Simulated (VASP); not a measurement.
Input:

```xyz
2
Lattice="0.0000 3.5931 3.5931 3.5931 0.0000 3.5931 3.5931 3.5931 0.0000" Properties=species:S:1:pos:R:3 pbc="T T T"
K      0.0000     0.0000     0.0000
I      3.5931     3.5931     3.5931
```

Method: PBE GGA, VASP's PBE PAW potentials (set 64) (plane waves; VASP). Run with 500 eV cut-off, 7×7×7 Γ-centred mesh, Gaussian smearing of 0.050 eV, potentials K_sv I.

Unless said otherwise, spin-orbit coupling is left out, though it shifts the bands of the heavy elements here.

Problem. What does the run give for the energy per atom (σ→0), band gap (on the k-mesh) with the smallest direct gap where there is one?

Solution. 
| Quantity | Value |
|---|---|
| band gap (on the k-mesh) | 3.85 eV |
| smallest direct gap (on the k-mesh) | 3.85 eV |
| energy per atom (σ→0) | -2.783 eV/atom |

The absolute energy has meaning only against runs of the same code, potentials and settings.

The compound is KI in the rock salt structure. It was relaxed first, which changed the volume by +5 %.
